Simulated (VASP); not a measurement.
# A VASP study of BP (LDA): structure first, properties next, part 2 of 5

Wanted: the relaxed cell of BP and its properties. The start is a cell from a database of measured crystal structures.

VASP 6.6.1; LDA; plane waves and PAW (B, P).

So far, gap on the k-mesh (eV): step 2 (relaxing cell and atoms (LDA)) 1.15.

## 4. Single point with fields (LDA)

A single point on the relaxed cell gives a clean self-consistent state, with density, ELF and potential written out.

File INCAR:

```
SYSTEM = BP
PREC = Accurate
ENCUT = 420
EDIFF = 1E-06
NELM = 100
ISMEAR = 0
SIGMA = 0.05
LREAL = .FALSE.
ALGO = Normal
GGA = CA
NBANDS = 10
LORBIT = 11
LWAVE = .FALSE.
LCHARG = .TRUE.
ISIF = 2
LELF = .TRUE.
LVHAR = .TRUE.
```

File POSCAR:

```
BP
1.0
    0.0000000000      2.2449863378      2.2449863378
    2.2449863378      0.0000000000      2.2449863378
    2.2449863378      2.2449863378      0.0000000000
B P
1 1
Direct
    0.0000000000      0.0000000000      0.0000000000
    0.2500000000      0.2500000000      0.2500000000
```

File KPOINTS:

```
Automatic mesh
0
Gamma
10 10 10
0 0 0
```

Potentials, in the order of the species: B and P (LDA family, release 64).

Launch:

```bash
$ mpirun -np 2 vasp_std
```

Log:

```text
[banner, memory and clock lines left out]
running    2 mpi-ranks, on    1 nodes
 distrk:  each k-point on    2 cores,    1 groups
 distr:  one band on    1 cores,    2 groups

 POSCAR found type information on POSCAR B P
 POSCAR found :  2 types and       2 ions
 LDA part: xc-table for (Slater(with rela. corr.)+CA(PZ))
 , standard interpolation
 POSCAR, INCAR and KPOINTS ok, starting setup
 FFT: planning ... GRIDC
 FFT: planning ... GRID_SOFT
 FFT: planning ... GRID
 WAVECAR not read
 entering main loop
       N       E                     dE             d eps       ncg     rms          rms(c)
DAV:   1     0.340133024988E+01    0.34013E+01   -0.34865E+03   964   0.606E+02
DAV:   2    -0.148818922843E+02   -0.18283E+02   -0.17413E+02  1306   0.999E+01
[... 10 cycles as in an earlier step ...]
   1 F= -.14398918E+02 E0= -.14398918E+02  d E =-.161613E-19
```

The job ended after 5.8 s (2 MPI ranks of Intel Xeon Platinum 8488C (Sapphire Rapids), shared host; peak memory 0.2 GiB).

OUTCAR, selected parts (step 4):

```text
The static configuration has the point symmetry T_d .

 Found     47 irreducible k-points:

   NELECT =       8.0000    total number of electrons

 E-fermi :   8.0920

  Total       -0.0021858     -0.0021858     -0.0021858      0.0000000      0.0000000      0.0000000
  in kB       -0.1547546     -0.1547546     -0.1547546      0.0000000      0.0000000      0.0000000
  external PRESSURE =      -0.1547546 kB  Pullay stress =       0.0000000 kB

 POSITION                                       TOTAL-FORCE (eV/Angst)
 -----------------------------------------------------------------------------------
      0.00000      0.00000      0.00000         0.000000      0.000000      0.000000
      1.12249      1.12249      1.12249        -0.000000     -0.000000     -0.000000
 -----------------------------------------------------------------------------------
    total drift:                                0.000000      0.000000      0.000000

[... 18 parts as in an earlier step ...]
```

Numbers from this step:

- SCF cycles: 12

Valence electrons inside each PAW sphere by angular momentum. Sphere charges, by row:

```
atom  s (e)  p (e)  d (e)  tot (e)
  B1  0.668   1.32      0    1.988
  P2  0.995  1.602      0    2.597
```

ELF in the ac plane of a cell with a along [110], b along [-110] and c along [001] of the cube at fractional y = 0.000, with atoms of B and P within 0.2 Å of it. It is the smooth field of the valence electrons, not physical close to the nuclei.

Ten even steps from '_' (0.02) to '@' (0.93), each cell a mean:
```
..**@@%%##%%@@%%--..**@@%%##%%@@%%--
**%%@@@@**##@@@@##**%%@@@@**##@@@@##
++%%%%**::==%%%%**++%%%%**::==%%%%**
::++**++--==++**--::++**++--==++**--
__::==******++--..__::==******++--..
____::++****==..______::++****==..__
______..::::..__________..::::..____
..______________....______________..
--::..________..----::..________..--
**==::______..--++**==::______..--++
======::....--==========::....--====
__--****==++**++..__--****==++**++..
```
Columns run along a (6.3 Å), rows up along c (4.5 Å), edges of the conventional cell, whose origin can differ from the input's. Atoms in or near the plane, at fractional coordinates: B at (0.50, 0.00), B at (0.00, 0.00), P at (0.75, 0.75), P at (0.25, 0.75).

Electrostatic potential energy in the ac plane of a cell with a along [110], b along [-110] and c along [001] of the cube at fractional y = 0.000, with atoms of B and P within 0.2 Å of it. With pseudopotentials it is smooth inside the atoms' cores, unlike the true potential.

Values in eV, 7 rows by 16 columns, each cell a mean:
```
-22 -19 -11 -28 -34 -17 -12 -24 -22 -19 -11 -28 -34 -17 -12 -24
 -2  -5 -36 -79 -82 -60 -12  -3  -2  -5 -36 -79 -82 -60 -12  -3
  1  -2 -16 -46 -53 -29  -5   1   1  -2 -16 -46 -53 -29  -5   1
  2   2   0  -1  -2   0   1   2   2   2   0  -1  -2   0   1   2
  1   2   2   3   3   3   2   2   1   2   2   3   3   3   2   2
 -6  -2   1   3   3   2   0  -5  -6  -2   1   3   3   2   0  -5
-18 -23  -3   0   0  -1 -13 -24 -18 -23  -3   0   0  -1 -13 -24
```
Columns run along a (6.3 Å; values clipped at the 3rd and 97th percentile), rows up along c (4.5 Å), edges of the conventional cell, whose origin can differ from the input's. Atoms in or near the plane, at fractional coordinates: B at (0.50, 0.00), B at (0.00, 0.00), P at (0.75, 0.75), P at (0.25, 0.75).

Valence density in the ac plane of a cell with a along [110], b along [-110] and c along [001] of the cube at fractional y = 0.000, with atoms of B and P within 0.2 Å of it. It is the smooth field of the valence electrons, not physical close to the nuclei.

Ten even steps from '_' (-0.08 e/Å³) to '@' (0.94 e/Å³), each cell a mean:
```
**%%%%##****##%%##**%%%%##****##%%##
**%%@@@@**##@@%%##**%%@@@@**##@@%%##
==++%%**__--%%**====++%%**__--%%**==
::--++++::--**==::::--++++::--**==::
..::--******++::....::--******++::..
....::--====--::......::--====--::..
......::::::............::::::......
....................................
::::..........::::::::..........::::
++--::......::--==++--::......::--==
##++--::..::::==**##++--::..::::==**
++##++------==****++##++------==****
```
Columns run along a (6.3 Å), rows up along c (4.5 Å), edges of the conventional cell, whose origin can differ from the input's. Atoms in or near the plane, at fractional coordinates: B at (0.50, 0.00), B at (0.00, 0.00), P at (0.75, 0.75), P at (0.25, 0.75).

In this run the pressure is -0.02 GPa, small enough to go on.

## 5. Bands along the symmetry lines (LDA)

Levels along the symmetry lines show where the bands peak and cross; KPOINTS_OPT computes them in the converged potential.

File INCAR:

```
SYSTEM = BP
PREC = Accurate
ENCUT = 420
EDIFF = 1E-06
NELM = 100
ISMEAR = 0
SIGMA = 0.05
LREAL = .FALSE.
ALGO = Normal
GGA = CA
NBANDS = 16
LORBIT = 11
LWAVE = .FALSE.
LCHARG = .FALSE.
KPAR = 2
```

POSCAR is that of step 4.

KPOINTS is that of step 4.

File KPOINTS_OPT:

```
Line mode
16
Line-mode
Reciprocal
  0.00000000   0.00000000   0.00000000 GAMMA
  0.50000000   0.00000000   0.50000000 X

  0.50000000   0.00000000   0.50000000 X
  0.50000000   0.25000000   0.75000000 W

  0.50000000   0.25000000   0.75000000 W
  0.37500000   0.37500000   0.75000000 K

  0.37500000   0.37500000   0.75000000 K
  0.00000000   0.00000000   0.00000000 GAMMA

  0.00000000   0.00000000   0.00000000 GAMMA
  0.50000000   0.50000000   0.50000000 L

  0.50000000   0.50000000   0.50000000 L
  0.62500000   0.25000000   0.62500000 U

  0.62500000   0.25000000   0.62500000 U
  0.50000000   0.25000000   0.75000000 W

  0.50000000   0.25000000   0.75000000 W
  0.50000000   0.50000000   0.50000000 L

  0.50000000   0.50000000   0.50000000 L
  0.37500000   0.37500000   0.75000000 K

  0.62500000   0.25000000   0.62500000 U
  0.50000000   0.00000000   0.50000000 X
```

Launch:

```bash
$ mpirun -np 2 vasp_std
```

Log:

```text
[... set-up lines as in an earlier step ...]
 entering main loop
       N       E                     dE             d eps       ncg     rms          rms(c)
DAV:   1     0.554375345803E+01    0.55438E+01   -0.33057E+03  1504   0.377E+02
DAV:   2    -0.148756888618E+02   -0.20419E+02   -0.19762E+02  2064   0.872E+01
DAV:   3    -0.152989137396E+02   -0.42322E+00   -0.42281E+00  1760   0.100E+01
DAV:   4    -0.152997767285E+02   -0.86299E-03   -0.86298E-03  2008   0.567E-01
DAV:   5    -0.152997792432E+02   -0.25147E-05   -0.25147E-05  1760   0.291E-02    0.769E+00
DAV:   6    -0.145358258306E+02    0.76395E+00   -0.14917E+00  1928   0.389E+00    0.391E+00
DAV:   7    -0.144115909288E+02    0.12423E+00   -0.23794E-01  1968   0.181E+00    0.140E+00
DAV:   8    -0.143988756662E+02    0.12715E-01   -0.23957E-02  1968   0.667E-01    0.230E-01
DAV:   9    -0.143989348805E+02   -0.59214E-04   -0.86558E-04  1672   0.149E-01    0.999E-02
DAV:  10    -0.143989181338E+02    0.16747E-04   -0.82795E-05  2008   0.396E-02    0.214E-02
DAV:  11    -0.143989176142E+02    0.51970E-06   -0.13700E-06  1712   0.645E-03
   1 F= -.14398918E+02 E0= -.14398918E+02  d E =-.150324E-15
 Start KPOINTS_OPT (optional k-point list driver)
k-point batch [1-47\160]
       N       E                     dE             ncg
DAV:   1     0.136693995616E+04   -0.12203E+05     1504
DAV:   2     0.415876472961E+03   -0.95106E+03     2024
DAV:   3     0.394533874549E+03   -0.21343E+02     1912
DAV:   4     0.394490695821E+03   -0.43179E-01     1904
DAV:   5     0.394490575658E+03   -0.12016E-03     1912
DAV:   6     0.394490575212E+03   -0.44538E-06     1776
[...]
k-point batch [142-160\160]
       N       E                     dE             ncg
DAV:   1     0.907073474834E+04   -0.58175E+04      608
DAV:   2     0.868679374892E+04   -0.38394E+03      816
DAV:   3     0.867926463155E+04   -0.75291E+01      744
DAV:   4     0.867924893568E+04   -0.15696E-01      776
DAV:   5     0.867924888837E+04   -0.47301E-04      768
DAV:   6     0.867924888819E+04   -0.18630E-06      736
```

Run time: 11 s. Hardware: 2 MPI ranks; peak memory 0.23 GiB.

From OUTCAR (step 5):

```text
   k-points           NKPTS =     47   k-points in BZ     NKDIM =     47   number of bands    NBANDS=     16

   NELECT =       8.0000    total number of electrons

 E-fermi :   8.0509

 k-point     1 :       0.0000    0.0000    0.0000
  band No.  band energies     occupation
      1      -7.8833      2.00000
      2       7.7909      2.00000
      3       7.7909      2.00000
      4       7.7909      2.00000
      5      11.2205      0.00000
      6      11.2205      0.00000
      7      11.2205      0.00000
      8      15.6510      0.00000
      9      19.2748      0.00000
    ...

  Total       -0.0007115     -0.0007115     -0.0007115     -0.0000000     -0.0000000     -0.0000000
  in kB       -0.0503745     -0.0503745     -0.0503745     -0.0000000     -0.0000000     -0.0000000
  external PRESSURE =      -0.0503745 kB  Pullay stress =       0.0000000 kB

 POSITION                                       TOTAL-FORCE (eV/Angst)
 -----------------------------------------------------------------------------------
      0.00000      0.00000      0.00000        -0.000000      0.000000      0.000000
      1.12249      1.12249      1.12249         0.000000     -0.000000     -0.000000
 -----------------------------------------------------------------------------------
    total drift:                               -0.000000     -0.000000      0.000000

  FREE ENERGIE OF THE ION-ELECTRON SYSTEM (eV)
  ---------------------------------------------------
  free  energy   TOTEN  =       -14.3989176142 eV

  energy  without entropy=      -14.3989176142  energy(sigma->0) =      -14.39891761

[... 8 parts as in an earlier step ...]

[... 8 further parts left out ...]
```

Numbers from this step:

```yaml
scf_cycles: 11
bands: 16
fermi_energy: 8.051 eV
pressure: -0.005037 GPa
least_gap_on_mesh_and_path: 1.150 eV
least_direct_gap_on_mesh_and_path: 3.430 eV
```

The electronic bands at the labelled points (eV, zero at the valence-band top; v1 is the highest filled band, c1 the lowest empty one):

```
          point     v3     v2     v1    c1    c2     c3     c4
              Γ   0.00   0.00   0.00  3.43  3.43   3.43   7.86
0.47 of the way  -3.27  -2.62  -2.62  1.88  5.29   7.46   7.46
              X  -8.65  -4.22  -4.22  1.24  1.53  12.30  12.30
0.47 of the way  -8.44  -4.99  -4.95  2.65  3.10  10.61  11.40
              W  -8.06  -5.87  -5.68  5.25  6.74   7.37   7.65
0.47 of the way  -8.13  -6.26  -4.66  3.63  6.11   8.58   9.24
              K  -8.21  -6.45  -3.59  2.06  6.00   9.87  10.84
0.47 of the way  -5.28  -4.29  -1.26  4.51  5.37   6.48   8.48
              Γ   0.00   0.00   0.00  3.43  3.43   3.43   7.86
0.53 of the way  -5.32  -1.22  -1.22  4.13  4.84   4.84   9.89
              L  -9.24  -1.79  -1.79  3.98  4.70   4.70  10.04
0.53 of the way  -8.70  -4.50  -2.69  3.13  6.84   7.14   9.60
              U  -8.21  -6.45  -3.59  2.06  6.00   9.87  10.84
0.53 of the way  -8.13  -6.26  -4.66  3.63  6.11   8.58   9.24
              W  -8.06  -5.87  -5.68  5.25  6.74   7.37   7.65
0.47 of the way  -8.53  -4.83  -3.38  4.16  5.38   8.82   9.73
              L  -9.24  -1.79  -1.79  3.98  4.70   4.70  10.04
0.53 of the way  -8.70  -4.50  -2.69  3.13  6.84   7.14   9.60
              K  -8.21  -6.45  -3.59  2.06  6.00   9.87  10.84
      jump to U  -8.21  -6.45  -3.59  2.06  6.00   9.87  10.84
0.53 of the way  -8.54  -5.12  -4.08  1.51  2.76  11.62  11.91
              X  -8.65  -4.22  -4.22  1.24  1.53  12.30  12.30
```

Of the projections kept (B, P), the largest for each band there; the rest of the weight can lie on other orbitals:

```
point      v3      v2      v1      c1      c2      c3      c4
    Γ  B 0.57  B 0.57  B 0.57  P 0.68  P 0.68  P 0.68  B 0.55
    X  B 0.59  P 0.54  P 0.54  B 0.79  P 0.63  B 0.64  B 0.64
    W  B 0.65  P 0.63  B 0.52  B 1.00  P 1.00  B 0.67  P 0.57
    K  B 0.61  P 0.56  P 0.53  B 0.60  B 0.58  B 0.57  B 0.54
    Γ  B 0.57  B 0.57  B 0.57  P 0.68  P 0.68  P 0.68  B 0.55
    L  B 0.51  P 0.51  P 0.51  B 0.54  P 0.57  P 0.57  B 0.84
```

The electronic bands as a text plot (rows in eV, shown from -8.0 to 6.7 only):

```
    6.4 |   +         ++    ++              +    + +  +      +
    5.8 |            +  +     +                ++   +     +
    5.2 |  +         ++      + +       +   +      +  +++ +
    4.5 | +  +      +        ++++    ++ +++      + ++  ++     +
    3.9 |     +     +       +  ++  +++++++++         ++++++
    3.3 |+             +   +     +++        +   +          +
    2.7 | ++   +   +      +                  +              +  +
    2.1 |   +   + ++    ++                    ++             ++
    1.5 |    +++ ++                                            ++
    0.9 |       +
    0.3 |                        **
   -0.3 |*                     *** **
   -1.0 | *                  ** *  * **
   -1.6 |  *                    *      ****             *
   -2.2 |   *              **  *    *      *          ** **
   -2.8 |   **            *   **           ***       *     *
   -3.4 |     *          *           *        **      *   * **
   -4.0 |    * ***      *    **             *   *   *         ***
   -4.6 |     *   **   *                           * *     *
   -5.2 |           * *     **        *      *   *             *
   -5.9 |            **    *                     ****       * *
   -6.5 |      *       **** *                 ***            *
   -7.1 |                  *           *
   -7.7 |       *         *
         Γ       X    W  K        Γ      L     U  W     L   K|U X
```

The path finds the gap of the mesh within 0.02 eV, so the mesh comes close to both band edges.

## 6. Total and projected DOS (LDA)

A density of states needs more k-points than a total energy; ISMEAR = -5 takes tetrahedra, and LORBIT projects the states on the PAW spheres. The mesh is finer than in the run before.

INCAR: that of step 5 with these lines changed.

```diff
@@ -5,3 +5,3 @@
 NELM = 100
-ISMEAR = 0
+ISMEAR = -5
 SIGMA = 0.05
@@ -15 +15,2 @@
 KPAR = 2
+NEDOS = 2001
```

POSCAR is that of step 5.

File KPOINTS:

```
Automatic mesh
0
Gamma
15 15 15
0 0 0
```

Launch:

```bash
$ mpirun -np 2 vasp_std
```

Log:

```text
[... set-up lines as in an earlier step ...]
 entering main loop
       N       E                     dE             d eps       ncg     rms          rms(c)
DAV:   1     0.562464879753E+01    0.56246E+01   -0.33024E+03  3840   0.379E+02
DAV:   2    -0.148629006758E+02   -0.20488E+02   -0.19774E+02  5328   0.870E+01
DAV:   3    -0.152990500174E+02   -0.43615E+00   -0.43575E+00  4472   0.102E+01
DAV:   4    -0.152999229856E+02   -0.87297E-03   -0.87295E-03  5112   0.570E-01
DAV:   5    -0.152999253816E+02   -0.23960E-05   -0.23960E-05  4552   0.286E-02    0.769E+00
DAV:   6    -0.145360973951E+02    0.76383E+00   -0.14897E+00  4936   0.389E+00    0.391E+00
DAV:   7    -0.144119060677E+02    0.12419E+00   -0.23772E-01  5056   0.181E+00    0.140E+00
DAV:   8    -0.143992077674E+02    0.12698E-01   -0.24059E-02  5032   0.667E-01    0.230E-01
DAV:   9    -0.143992662180E+02   -0.58451E-04   -0.86047E-04  4264   0.148E-01    0.100E-01
DAV:  10    -0.143992494767E+02    0.16741E-04   -0.82811E-05  5064   0.396E-02    0.214E-02
DAV:  11    -0.143992489626E+02    0.51403E-06   -0.13677E-06  4360   0.646E-03
   1 F= -.14399249E+02 E0= -.14399249E+02  d E =0.000000E+00
```

Run time: 10 s. Hardware: 2 MPI ranks; peak memory 0.25 GiB; 14 s of CPU time.

Parts of OUTCAR (step 6):

```text
   k-points           NKPTS =    120   k-points in BZ     NKDIM =    120   number of bands    NBANDS=     16

   NELECT =       8.0000    total number of electrons

 E-fermi :   7.8159

 k-point     1 :       0.0000    0.0000    0.0000
  band No.  band energies     occupation
      1      -7.8834      2.00000
      2       7.7907      2.00000
      3       7.7907      2.00000
      4       7.7907      2.00000
      5      11.2204      0.00000
      6      11.2204      0.00000
      7      11.2204      0.00000
      8      15.6508      0.00000
      9      19.2748      0.00000
    ...

  Total       -0.0010292     -0.0010292     -0.0010292     -0.0000000      0.0000000      0.0000000
  in kB       -0.0728692     -0.0728692     -0.0728692     -0.0000000      0.0000000      0.0000000
  external PRESSURE =      -0.0728692 kB  Pullay stress =       0.0000000 kB

  FREE ENERGIE OF THE ION-ELECTRON SYSTEM (eV)
  ---------------------------------------------------
  free  energy   TOTEN  =       -14.3992489626 eV

  energy  without entropy=      -14.3992489626  energy(sigma->0) =      -14.39924896

[... 8 parts as in an earlier step ...]

[... 9 further parts left out ...]
```

Numbers from this step:

```yaml
irreducible_k_points: 120
fermi_energy: 7.816 eV
pressure: -0.007287 GPa
gap_on_the_k_mesh: 1.151 eV
```

The density of states has structure finer than the step of the table below, so its rows give means over 1 eV, whole bins alone (the curve runs from -12.0 to 9.04 eV). Peaks (eV: height): total -8.0: 1.51, 4.1: 2.24, 4.8: 1.47, 5.6: 1.41; B p -4.1: 0.263, 4.1: 0.34, 4.8: 0.188, 8.6: 0.217; P p -8.0: 0.309, -4.1: 0.316, 4.8: 0.253, 5.6: 0.249; B s -8.0: 0.397, 4.1: 0.144, 8.3: 0.0869; P s -10.7: 0.329, -8.0: 0.0668, 4.1: 0.195, 8.3: 0.0643.

States under -12.0 eV and over 9.0 eV are left out. Table of density of states by energy, zero at the valence-band top; means over each step; values in states/eV/cell:

```
energy (eV)   total      B p      P p      B s      P s
        -11   0.531   0.0492  0.00831   0.0318    0.247
        -10  0.0112  0.00127   4.6e-5   1.9e-4  0.00581
         -9   0.152   0.0145   0.0326   0.0243  0.00515
         -8   0.852   0.0575    0.175    0.196   0.0458
         -7   0.385   0.0406   0.0785   0.0630   0.0381
         -6   0.662    0.111    0.159   0.0460   0.0310
         -5   0.783    0.153    0.199   0.0418   0.0271
         -4    1.05    0.245    0.294   0.0311   0.0207
         -3   0.970    0.250    0.282   0.0193   0.0135
         -2   0.786    0.225    0.237  0.00934  0.00683
         -1   0.322   0.0996   0.0949  0.00344  0.00262
          0  0.0476   0.0160   0.0134   3.1e-4   2.3e-4
          1  0.0297  0.00168  0.00155  0.00342  0.00138
          2   0.349   0.0316   0.0215   0.0273   0.0202
          3   0.683   0.0869   0.0560   0.0342   0.0380
          4    1.22    0.196    0.100   0.0534   0.0812
          5   0.966    0.127    0.167   0.0420   0.0326
          6    1.11    0.145    0.190   0.0530   0.0361
          7   0.780    0.127    0.123   0.0441   0.0329
          8   0.949    0.168    0.135   0.0652   0.0506
```

The gap on this mesh is 1.15 eV. In the top eV of the valence band the largest shares in the PAW spheres are B p 32 % and P p 29 %. The rest lies in smaller channels or between the spheres.

[end of part 2 of 5]

[Lines on the potential files, build, host, timing and source positions are cut from VASP's logs without a mark.]

[Logs are printed without paths, hosts, clocks, repeated set-up lines and the standing remarks that a program may print on its own settings, such as how far it seeks lower states.]

[Hosts, paths, dates, database ids (printed as entryN), source tags and the programs' standing remarks are cut or masked in the printed files.]

[A measured line is paired with the nearest computed mode of its activity, which favours agreement.]
